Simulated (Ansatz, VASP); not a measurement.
# ZrW in two plane-wave programs

Aim: how closely do two programs agree when they are given the same cell, functional and k mesh? The cell is invented: As first built, before any earlier steps moved the atoms (in the runner's words): it takes the MoRu structure with all of its atoms replaced by other elements, volume scaled by an estimate. It may not be a known or stable phase. The cell is taken from a series of VASP runs on this material, whose earlier steps may have relaxed, scaled or displaced it; both programs get it as it stands.

Method: plane waves, with VASP 6.6.1 beside it; zone-centre phonons at LDA, in Ansatz 0.2.0.

### 1. The structure

Symmetry: P-6m2, No. 187, hexagonal system. The conventional cell has a = 2.804 Å, b = 2.804 Å, c = 5.238 Å, α = 90.00°, β = 90.00°, γ = 120.00°. Nearest to W lie 6 W at 2.80 Å and 6 Zr at 3.08 Å. Zr has 6 Zr at 2.80 Å and 6 W at 3.08 Å nearest. As first built, before any earlier steps moved the atoms (in the runner's words): sites of the MoRu structure (space group 187) filled with other elements, volume scaled by an estimate. Farther neighbours are not listed.

### 2. Ansatz: zone-centre phonons, LDA

Ansatz runs on its default PAW (the set named soft_2) files.

Second derivatives magnify differences that forces hide, and they need a tight electronic threshold.

File input.yaml:

```yaml
crystal:
  lattice:
    - [2.8043403618, 4.97e-08, 0.0]
    - [-1.4021705923, 2.4286304127, 0.0]
    - [0.0, 0.0, 5.2379057669]
  atoms:
    - { symbol: W, position: [0.33333333, 0.66666667, 0.0] }
    - { symbol: Zr, position: [0.0, 0.0, 0.5] }
hamiltonian:
  xc: lda
  pseudopotentials: { kind: paw }
kpoints:
  mp_grid: { grid: [11, 11, 5] }
scf:
  occupations: { method: fermi_dirac, width: 0.05 }
phonons:
  method: dfpt
  qpoints: [[0, 0, 0]]
```

Started as:

```bash
$ ansatz run input.yaml --threads 4 --pin off --max-ram 9216MiB --backend cpu --events-out ev --progress --plain --runs-dir out
```

Numbers of over 12 decimals in the logs are rounded to 6 here.

Log:

```text
Warning: the atoms were moved onto the symmetric positions of the space group found under crystal.symmetry.tolerance 1.0e-5 (fractional; no operation is sought that the atoms, as they stand in a round, miss by more than twice it, and no atom is moved by as much as it), and the run uses the moved positions. Before a round's move an operation carried an atom to 1.40e-8 Å from where it should land, the largest such dist [...]
zone centre: on kpoints.mp_grid the ground state, and the responses unless they are solved on pairs of k-points, stand on 108 of the mesh's 605 k-points, reduced under 4 symmetry operations, with k and −k counted as one. Each operation leaves every solved displacement unchanged or reverses it
Engine: ansatz 0.2.0, aarch64-unknown-linux-gnu
Pseudopotentials: kind: paw
Pseudopotential: W, paw, valence charge 14, recommended cutoff 420 eV (normal), W.paw.azcp
Pseudopotential: Zr, paw, valence charge 12, recommended cutoff 420 eV (normal), Zr.paw.azcp
Functional definition: SPW92
  exchange = slater_x
  correlation = pw_c
Crystal: 2 atoms, lattice volume = 35.674 Å³
Basis set: ecut = 420 eV, 701 PW (Γ), exchange–correlation on 40×40×72 points (8 copies of the dense FFT grid, shifted against one another)
Bands: 17, of which v1, the nominal top of the filled ones, is band 13 counted from 1 (12 counted from 0)
Symmetry: 12 space group operations
k-points: 108 of 605 (irreducible under 4 space group operations, time reversal used)
Non-local potential: W, projectors of the file, l = 0: 3, l = 1: 2, l = 2: 2, l = 3: 1
Non-local potential: Zr, projectors of the file, l = 0: 3, l = 1: 2, l = 2: 2, l = 3: 2
PAW form: soft (Blöchl's): semilocal exchange-correlation on the pseudo side does not see the compensation charge
PAW frozen core: W, regenerated for the run's functional, and the local potential with it (the file was generated under x = pbe(κ = 0.804, μ = 0.219515), c = pbe(β = 0.066725))
PAW frozen core: Zr, regenerated for the run's functional, and the local potential with it (the file was generated under x = pbe(κ = 0.804, μ = 0.219515), c = pbe(β = 0.066725))
PAW one-centre angular grid: W, 590 points (default); XC on 64 Gauss nodes
PAW one-centre angular grid: Zr, 590 points (default); XC on 64 Gauss nodes
Initial density: superposition of atomic densities (neutral atoms: chi_scale 0, normalization atom), corrected by the library's trained network
Initial wavefunctions: pseudopotential atomic-orbital guess
Functional: x = slater, c = lda
SCF iter   1: F=—  HF=-14206.451673 eV  |F-HF|=—  |Δ(HF+E_count)|=         —  Δρ=1.49e-2  dr2=2.89e-1  ethr=1.77e-3  ⟨swp⟩=5.2  Hψ=7816  notcnv=0
preconditioner: auto → Kerker (q_TF=auto, 2.588 Å⁻¹)  [metal: Δε(μ)=0.014 eV  Ē_g=4.522 eV  σ=0.050 eV  W_gap=0.07  n_scr=10 (ndim 8)  ℏωp=19.7 eV  f_vac=0.000  D(μ)=3.03/eV (n_scr^D=36)]
SCF iter   2: F=—  HF=-14206.432064 eV  |F-HF|=—  |Δ(HF+E_count)|=   1.96e-2  Δρ=7.95e-3  dr2=7.44e-2  ethr=1.11e-3  ⟨swp⟩=1.0  Hψ=2700  notcnv=0
SCF iter   3: F=—  HF=-14206.424880 eV  |F-HF|=—  |Δ(HF+E_count)|=   7.18e-3  Δρ=1.01e-3  dr2=3.44e-4  ethr=2.86e-4  ⟨swp⟩=2.0  Hψ=2093  notcnv=0
SCF iter   4: F=—  HF=-14206.424817 eV  |F-HF|=—  |Δ(HF+E_count)|=   6.27e-5  Δρ=2.00e-4  dr2=1.52e-5  ethr=1.32e-6  ⟨swp⟩=2.0  Hψ=2311  notcnv=0
SCF iter   5: F=—  HF=-14206.424815 eV  |F-HF|=—  |Δ(HF+E_count)|=   2.09e-6  Δρ=3.35e-5  dr2=4.75e-7  ethr=5.86e-8  ⟨swp⟩=1.4  Hψ=2019  notcnv=0
SCF iter   6: F=—  HF=-14206.424814 eV  |F-HF|=—  |Δ(HF+E_count)|=   1.10e-6  Δρ=6.23e-6  dr2=1.27e-8  ethr=1.83e-9  ⟨swp⟩=1.3  Hψ=1927  notcnv=0
SCF iter   7: F=—  HF=-14206.424814 eV  |F-HF|=—  |Δ(HF+E_count)|=  5.95e-10  Δρ=9.45e-7  dr2=2.93e-10  ethr=4.87e-11  ⟨swp⟩=2.2  Hψ=2507  notcnv=0
SCF iter   8: F=-14206.424814 eV  HF=-14206.424814 eV  |F-HF|=0.00e0  |Δ(HF+E_count)|=  7.46e-11  Δρ=1.30e-7  dr2=8.14e-12  ethr=1.00e-12  ⟨swp⟩=6.2  Hψ=8483  notcnv=0
SCF 1 converged in 8 iterations: F = -14206.424814 eV  dr2 = 8.14e-12
  greatest PAW one-centre occupation: 1.000 electrons in one spin orbital (limit 2), on the W atom at site 0 (counted from 0), in its partial waves of l = 0
DFPT response loops at Γ: preconditioner auto → Kerker (q_TF=auto, 2.588 Å⁻¹) (partly filled bands, converged f_vac=0.000); β = 1.00, the filter's whole step (`scf.mixing.beta` (0.50) is not read by the response loops under this deck's `scf.mixing.preconditioner`; to damp them name `kerker` or `kerker_dos`, under which they read `scf.mixing.beta`, and type it under 1.00, their step now; both keys bind the ground state too); Broyden in place of MSR1
SCF converged after 8 iterations
Free energy (F): -14206.424814 eV
Harris-Foulkes:  -14206.424814 eV  (|F-HF|=0.00e0)
Internal energy: -14206.401800 eV  (E = F + TS)
E sigma→0 (E₀):  -14206.413307 eV
Entropy (-TS):   -0.023014 eV (-11.507 meV/atom)
Fermi energy:    18.771554 eV
--- Per-component energies (eV) ---
  E_band       = -163.219278
  E_kinetic    = 788.520671
  E_local      = -1233.101403  (includes V_loc(G=0)·N_el)
  E_nonlocal   = 93.269658
  E_hartree    = 416.900066
  E_xc         = -426.621092
  E_vxc        = -431.087526  (∫ρ·V_xc dr)
  E_paw        = -11159.573735  (= ΣΔE_a)
  E_vpaw       = -214.620711  (= ΣTr[D̂ρ^β])
  E_aug_tail   = -0.000041  (compensation charges beyond the density's cutoff)
  E_ewald      = -2686.449477
  E_core_change = 0.653554  (= ΣΔE_core)
  E_smearing   = -0.023014  (= −TS)
  E_closure    = -0.000000  (closes the sum)
  Σ components = -14206.424814   (vs F -14206.424814, Δ=0.00e0)
--- Band table (eV; the first three rows and the last of 108) ---
  k-point 0: bands = [... 9 lower, 14.5427, 17.6119, 18.5970, 18.5970, 19.0659, 20.3149, 20.3149, 21.3975]
  k-point 1: bands = [... 9 lower, 14.5551, 17.4712, 18.4615, 18.5763, 18.5763, 20.1560, 20.1560, 21.6719]
  k-point 2: bands = [... 9 lower, 14.5205, 17.0760, 17.7217, 18.5476, 18.5476, 19.9621, 19.9621, 22.0889]
  k-point 107: bands = [... 9 lower, 15.5004, 16.4232, 17.6069, 17.9427, 18.8966, 20.2993, 21.0529, 22.6665]
--- Phonons (Γ-DFPT): 4 representative perturbations + reference, on 108 of 605 k-points (Σ response iterations 12) ---
  k mesh reduced under 4 symmetry operations, with k and −k counted as one. Each operation leaves every solved displacement unchanged or reverses it
  ASR residual: 3.801e-4 → 0.000e0 eV/Å²; symmetrization residual: 1.955e-5 eV/Å²
  ASR residual per site (eV/Å²): 3.80e-4 2.85e-4
  Γ frequencies (cm⁻¹): -51.55 -51.55 0.00 0.00 0.00 216.34
  non-analytic LO–TO correction: not included (Born effective charges unavailable; polar crystals: no LO–TO splitting at Γ)
--- Phonons (arbitrary-q DFPT): 1 explicit q-point ---
  q = [0, 0, 0] (of the zone-centre solve; hermiticity 3.52e-6, symmetrization 1.03e-7): -51.55 -51.55 -0.00 -0.00 0.00 216.34
  sum rule: each row above includes the acoustic sum rule's correction from the zone centre's row sums; it moved no ω² by more than (0.92 cm⁻¹)²
```

It took 7.3 s on 4 threads of Arm Neoverse V2, shared host; peak memory 0.51 GiB.

In the SCF lines HF is the Harris–Foulkes energy and dr2 the Hartree energy of the density residual, in eV; the loop may stop once dr2 is under the threshold and the program's other checks hold. Hψ counts applications of the Hamiltonian.

(Part 1 of 2 ends here.)

[Lines on the potential files, build, host, timing and source positions are cut from VASP's logs without a mark.]

[Logs are printed without paths, hosts, clocks, repeated set-up lines and the standing remarks that a program may print on its own settings, such as how far it seeks lower states.]

[Hosts, paths, dates, database ids (printed as entryN), source tags and the programs' standing remarks are cut or masked in the printed files.]
